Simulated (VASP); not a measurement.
A VASP calculation is set up with these files.

### INCAR
```
SYSTEM = LiBr
PREC = Accurate
ENCUT = 620
EDIFF = 1E-6
NELM = 100
ALGO = Normal
LREAL = .FALSE.
LASPH = .TRUE.
ISMEAR = 0
SIGMA = 0.05
GGA = PE
LMAXMIX = 4
LWAVE = .FALSE.
LCHARG = .FALSE.
IBRION = 2
ISIF = 3
NSW = 40
EDIFFG = -0.02
PSTRESS = 100
```

**KPOINTS**
```
Automatic mesh
0
Gamma
  9 9 9
0 0 0
```

POSCAR:
```
LiBr
1
   -0.0000000000     2.5476856958     2.5476856958
    2.5476856958    -0.0000000000     2.5476856958
    2.5476856958     2.5476856958    -0.0000000000
Li Br
1 1
Direct
  0.0000000000   0.0000000000   0.0000000000
  0.5000000000   0.5000000000   0.5000000000
```

POTCAR, in this order: Li_sv Br (PBE.64 set). Program: vasp_std.

Write an equivalent input for Quantum ESPRESSO's pw.x.

One equivalent input (not run):
```
&CONTROL
  calculation = 'vc-relax'
  pseudo_dir = './pseudo'
  outdir = './out'
  tprnfor = .true.
  tstress = .true.
  nstep = 40
  forc_conv_thr = 0.00078
/
&SYSTEM
  ibrav = 0
  nat = 2
  ntyp = 2
  ecutwfc = 74
  occupations = 'smearing'
  smearing = 'gaussian'
  degauss = 0.003675
  input_dft = 'pbe'
/
&ELECTRONS
  conv_thr = 7.3e-08
  electron_maxstep = 100
/
&IONS
/
&CELL
  press = 100
/
ATOMIC_SPECIES
  Li 6.940 Li.upf
  Br 79.904 Br.upf
CELL_PARAMETERS angstrom
    -0.0000000    2.5476857    2.5476857
     2.5476857   -0.0000000    2.5476857
     2.5476857    2.5476857   -0.0000000
ATOMIC_POSITIONS crystal
  Li   0.0000000  0.0000000  0.0000000
  Br   0.5000000  0.5000000  0.5000000
K_POINTS automatic
  9 9 9 0 0 0
```
Limits of the translation: the potentials are each code's own (VASP's PAW set, PseudoDojo norm-conserving files in pw.x), so ENCUT and ecutwfc are chosen apart and not converted; conv_thr bounds pw.x's estimated SCF error, while EDIFF bounds the energy change between steps; forc_conv_thr acts on force components and is met together with etot_conv_thr.

The compound is LiBr in the rock salt structure. It was relaxed first under an external pressure of 10 GPa.
